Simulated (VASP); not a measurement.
Runs of VASP 6.6.1 on P3W4. It takes space group Pm-3m (No. 221, cubic). Conventional cell: a = 4.829 Å, b = 4.829 Å, c = 4.829 Å, α = 90.00°, β = 90.00°, γ = 90.00°. P (site symmetry 4/mmm) is surrounded by 6 W at 2.41 Å. Around W (site symmetry m-3m) lie 6 P at 2.41 Å. Around W (site symmetry 4/mmm) lie 4 P at 2.41 Å. The cell was built by a generator and needn't be a form met in nature.

| task | level | potentials or basis | cell | cutoff (eV) | smearing | gap on the mesh (eV) | pressure (GPa) |
| --- | --- | --- | --- | --- | --- | --- | --- |
| relaxation of cell and atoms | PBE | VASP PAW PBE potentials, release 64 (P, W_sv) | relaxed | 600 | gaussian 0.05 eV | none | 0.2 |
| single point | PBE | VASP PAW PBE potentials, release 64 (P, W_sv) | as given | 520 | fermi-dirac 0.05 eV | none | 0.1 |
| relaxation of the atoms | RPBE | VASP PAW PBE potentials, release 64 (P, W_sv) | atoms relaxed | 520 | gaussian 0.05 eV | none | 2.7 |
| electron localisation function | BLYP+D3(BJ) | VASP PAW PBE potentials, release 64 (P_h, W_sv) | as given | 900 | gaussian 0.05 eV | none | (a) |

Alike in all rows: no spin polarisation; k mesh 6 × 6 × 6.

**Question.** Fill in the values left out.

**Answer.** (a) -3.3.

Caveats: the PAW data sets were made with another functional, which shifts forces and pressure a little (some runs); pairwise dispersion overbinds metals, which lowers pressure and volume (some runs).

A k mesh can miss the band edges, and the runs leave out spin-orbit coupling on W.

A gap of «none» marks a metal or a gap under the smearing width.

Not every run made on this cell is shown here.
